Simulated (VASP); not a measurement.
Calculation: PBEsol GGA with spin-orbit coupling, VASP's PBE PAW potentials (set 64) (plane waves; VASP 6.6.1).

VASP ran on this input.

**INCAR**
```
SYSTEM = NiSb
PREC = Accurate
ENCUT = 400
EDIFF = 1E-6
NELM = 100
ALGO = Normal
LREAL = .FALSE.
LASPH = .TRUE.
ISMEAR = 0
SIGMA = 0.05
GGA = PS
LMAXMIX = 4
LWAVE = .FALSE.
LCHARG = .FALSE.
LSORBIT = .TRUE.
MAGMOM = 0 0 0 0 0 0 0 0 0 0 0 0
GGA_COMPAT = .FALSE.
```

POSCAR:
```
NiSb
1
    1.9574784943    -3.3904523681    -0.0000000000
    1.9574784943     3.3904523681    -0.0000000000
    0.0000000000    -0.0000000000     5.0754711915
Ni Sb
2 2
Direct
  0.0000000000   0.0000000000   0.5000000000
  0.0000000000   0.0000000000   0.0000000000
  0.3333330000   0.6666670000   0.2500000000
  0.6666670000   0.3333330000   0.7500000000
```

**KPOINTS_OPT**
```
k-points along high-symmetry lines
5
Line-mode
Reciprocal
  0.000000   0.000000   0.000000 ! GAMMA
 -0.000000   0.500000   0.000000 ! M

 -0.000000   0.500000   0.000000 ! M
 -0.333333   0.666667   0.000000 ! K

 -0.333333   0.666667   0.000000 ! K
  0.000000   0.000000   0.000000 ! GAMMA

  0.000000   0.000000   0.000000 ! GAMMA
  0.000000   0.000000   0.500000 ! A

  0.000000   0.000000   0.500000 ! A
 -0.000000   0.500000   0.500000 ! L

 -0.000000   0.500000   0.500000 ! L
 -0.333333   0.666667   0.500000 ! H

 -0.333333   0.666667   0.500000 ! H
  0.000000   0.000000   0.500000 ! A

 -0.000000   0.500000   0.500000 ! L
 -0.000000   0.500000   0.000000 ! M

 -0.333333   0.666667   0.500000 ! H
 -0.333333   0.666667   0.000000 ! K
```

KPOINTS:
```
Regular mesh
0
Gamma
  8 8 6
0 0 0
```

POTCAR, in this order: Ni Sb (PBE.64 set). Program: vasp_ncl.

What VASP printed:

File OSZICAR:
```
       N       E                     dE             d eps       ncg     rms          rms(c)
DAV:   1     0.181325506490E+03    0.18133E+03   -0.10271E+04  3040   0.135E+03
DAV:   2    -0.108512114125E+02   -0.19218E+03   -0.18626E+03  3088   0.330E+02
DAV:   3    -0.241368491579E+02   -0.13286E+02   -0.12753E+02  3486   0.107E+02
DAV:   4    -0.245720856769E+02   -0.43524E+00   -0.43185E+00  3484   0.180E+01
DAV:   5    -0.245870290000E+02   -0.14943E-01   -0.14940E-01  3922   0.334E+00    0.148E+01
DAV:   6    -0.276814820702E+02   -0.30945E+01   -0.41703E+01  3542   0.121E+02    0.190E+01
DAV:   7    -0.228070589091E+02    0.48744E+01   -0.14166E+01  3432   0.846E+01    0.455E+00
DAV:   8    -0.228795057527E+02   -0.72447E-01   -0.21377E+00  4228   0.135E+01    0.289E+00
DAV:   9    -0.228101947171E+02    0.69311E-01   -0.28883E-01  3506   0.966E+00    0.710E-01
DAV:  10    -0.228108718285E+02   -0.67711E-03   -0.10594E-02  3330   0.113E+00    0.483E-01
DAV:  11    -0.228105304098E+02    0.34142E-03   -0.95716E-04  3690   0.369E-01    0.253E-01
DAV:  12    -0.228099199293E+02    0.61048E-03   -0.17930E-03  3696   0.834E-01    0.206E-02
DAV:  13    -0.228099357366E+02   -0.15807E-04   -0.16368E-04  3232   0.984E-02    0.322E-02
DAV:  14    -0.228099314857E+02    0.42509E-05   -0.76501E-06  4488   0.388E-02    0.113E-02
DAV:  15    -0.228099315671E+02   -0.81442E-07   -0.25448E-06  3304   0.205E-02
   1 F= -.22809932E+02 E0= -.22808509E+02  d E =-.284540E-02  mag=    -0.0000     0.0000    -0.0000
       N       E                     dE             ncg
       N       E                     dE             ncg
```

OUTCAR:
```
------------------------ aborting loop because EDIFF is reached ----------------------------------------
  FORCE on cell =-STRESS in cart. coord.  units (eV):
  Direction    XX          YY          ZZ          XY          YZ          ZX
  --------------------------------------------------------------------------------------
  Total       -0.0683635     -0.0683635     -0.0162642      0.0000000     -0.0000000      0.0000000
  in kB       -1.6258256     -1.6258257     -0.3867967      0.0000000     -0.0000000      0.0000000
  external PRESSURE =      -1.2128160 kB  Pullay stress =       0.0000000 kB
  volume of cell :       67.37
      direct lattice vectors                 reciprocal lattice vectors
     1.957478494 -3.390452368  0.000000000     0.255430648 -0.147472946  0.000000000
     1.957478494  3.390452368  0.000000000     0.255430648  0.147472946  0.000000000
     0.000000000  0.000000000  5.075471192     0.000000000  0.000000000  0.197026042
 POSITION                                       TOTAL-FORCE (eV/Angst)
 -----------------------------------------------------------------------------------
      0.00000      0.00000      2.53774        -0.000000     -0.000000      0.000000
      0.00000      0.00000      0.00000         0.000000     -0.000000      0.000000
      1.95748      1.13015      1.26887         0.000000     -0.000000     -0.000000
      1.95748     -1.13015      3.80660         0.000000      0.000000     -0.000000
 -----------------------------------------------------------------------------------
    total drift:                                0.000000      0.000000      0.000000
  FREE ENERGIE OF THE ION-ELECTRON SYSTEM (eV)
  ---------------------------------------------------
  free  energy   TOTEN  =       -22.8099315671 eV

  energy  without entropy=      -22.8070861669  energy(sigma->0) =      -22.80850887

 Ion:    1  E_soc:     -0.0147837

 Ion:    2  E_soc:     -0.0147837

 Ion:    3  E_soc:     -0.1170102

 Ion:    4  E_soc:     -0.1170102
```
(Selected blocks of OUTCAR.)

The compound is NiSb in the NiAs type structure. It was relaxed first.
